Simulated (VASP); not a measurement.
All values below come from AM05 GGA, VASP's PBE PAW potentials (set 64) (plane waves; VASP 6.6.1).

Input for VASP

KPOINTS:
```
Regular mesh
0
gamma
5 5 5
0 0 0
```

**POSCAR**
```
BaTiO3
1
    3.9882108923     0.0000000000     0.0000000000
    0.0000000000     3.9882108923     0.0000000000
   -0.0000000000    -0.0000000000     3.9882108923
Ba Ti O
1 1 3
Direct
  0.0000000000   0.0000000000   0.0000000000
  0.5000000000   0.5000000000   0.5000000000
  0.5000000000   0.0000000000   0.5000000000
  0.0000000000   0.5000000000   0.5000000000
  0.5000000000   0.5000000000   0.0000000000
```

**INCAR**
```
SIGMA=0.05   ! width (eV)
IBRION=2
LCHARG=.FALSE.
ENCUT=520   ! plane-wave cut-off (eV)
ISMEAR=0   ! Gaussian
PREC=Accurate
ALGO=Normal
LASPH=.TRUE.
LWAVE=.FALSE.
LMAXMIX=4
EDIFF=1E-6
ISIF=3
NELM=100   ! most electronic steps
SYSTEM=BaTiO3
NSW=60
EDIFFG=-0.02
LREAL=.FALSE.   ! projection in real space or not
GGA=AM
```

POTCAR, in this order: Ba_sv Ti_sv O (PBE.64 set). Program: vasp_std.

What VASP printed:

OSZICAR:
```
       N       E                     dE             d eps       ncg     rms          rms(c)
DAV:   1     0.457117485334E+03    0.45712E+03   -0.21098E+04   480   0.180E+03
DAV:   2    -0.274578326445E+01   -0.45986E+03   -0.45255E+03   600   0.494E+02
DAV:   3    -0.487161557358E+02   -0.45970E+02   -0.42783E+02   696   0.142E+02
DAV:   4    -0.508772357325E+02   -0.21611E+01   -0.21599E+01   688   0.286E+01
DAV:   5    -0.509487691077E+02   -0.71533E-01   -0.71533E-01   672   0.374E+00    0.233E+01
DAV:   6    -0.409370051638E+02    0.10012E+02   -0.67854E+01   744   0.755E+01    0.100E+01
DAV:   7    -0.409029262696E+02    0.34079E-01   -0.10151E+01   632   0.231E+01    0.651E+00
DAV:   8    -0.407817537656E+02    0.12117E+00   -0.15308E+00   640   0.121E+01    0.235E+00
DAV:   9    -0.407694311913E+02    0.12323E-01   -0.24615E-01   608   0.401E+00    0.963E-01
DAV:  10    -0.407698333398E+02   -0.40215E-03   -0.10725E-01   624   0.238E+00    0.816E-01
DAV:  11    -0.407615019919E+02    0.83313E-02   -0.66294E-02   640   0.183E+00    0.174E-01
DAV:  12    -0.407611410534E+02    0.36094E-03   -0.36384E-03   552   0.568E-01    0.463E-02
DAV:  13    -0.407613391407E+02   -0.19809E-03   -0.15023E-03   632   0.262E-01    0.102E-01
DAV:  14    -0.407611817193E+02    0.15742E-03   -0.73651E-04   608   0.176E-01    0.182E-02
DAV:  15    -0.407611832200E+02   -0.15007E-05   -0.32000E-05   624   0.400E-02    0.794E-03
DAV:  16    -0.407611828407E+02    0.37937E-06   -0.12395E-05   624   0.245E-02    0.404E-03
DAV:  17    -0.407611828230E+02    0.17661E-07   -0.30909E-06   448   0.166E-02
   1 F= -.40761183E+02 E0= -.40761183E+02  d E =-.407612E+02
```

OUTCAR:
```
------------------------ aborting loop because EDIFF is reached ----------------------------------------
  FORCE on cell =-STRESS in cart. coord.  units (eV):
  Direction    XX          YY          ZZ          XY          YZ          ZX
  --------------------------------------------------------------------------------------
  Total        0.0789476      0.0789476      0.0789476      0.0000000      0.0000000     -0.0000000
  in kB        1.9939535      1.9939535      1.9939535      0.0000000      0.0000000     -0.0000000
  external PRESSURE =       1.9939535 kB  Pullay stress =       0.0000000 kB
  volume of cell :       63.44
      direct lattice vectors                 reciprocal lattice vectors
     3.988210892  0.000000000  0.000000000     0.250738997  0.000000000  0.000000000
     0.000000000  3.988210892  0.000000000     0.000000000  0.250738997  0.000000000
     0.000000000  0.000000000  3.988210892     0.000000000  0.000000000  0.250738997
 POSITION                                       TOTAL-FORCE (eV/Angst)
 -----------------------------------------------------------------------------------
      0.00000      0.00000      0.00000         0.000000      0.000000      0.000000
      1.99411      1.99411      1.99411         0.000000      0.000000      0.000000
      1.99411      0.00000      1.99411         0.000000      0.000000      0.000000
      0.00000      1.99411      1.99411         0.000000      0.000000      0.000000
      1.99411      1.99411      0.00000         0.000000      0.000000      0.000000
 -----------------------------------------------------------------------------------
    total drift:                                0.000000      0.000000     -0.000000
  FREE ENERGIE OF THE ION-ELECTRON SYSTEM (eV)
  ---------------------------------------------------
  free  energy   TOTEN  =       -40.7611828230 eV

  energy  without entropy=      -40.7611828230  energy(sigma->0) =      -40.76118282

 reached required accuracy - stopping structural energy minimisation
```
(Selected blocks of OUTCAR.)

The compound is BaTiO3 in the cubic perovskite structure, the ideal cubic form; the compound distorts at low or room temperature. It was relaxed first. The start is the result of an earlier pass.
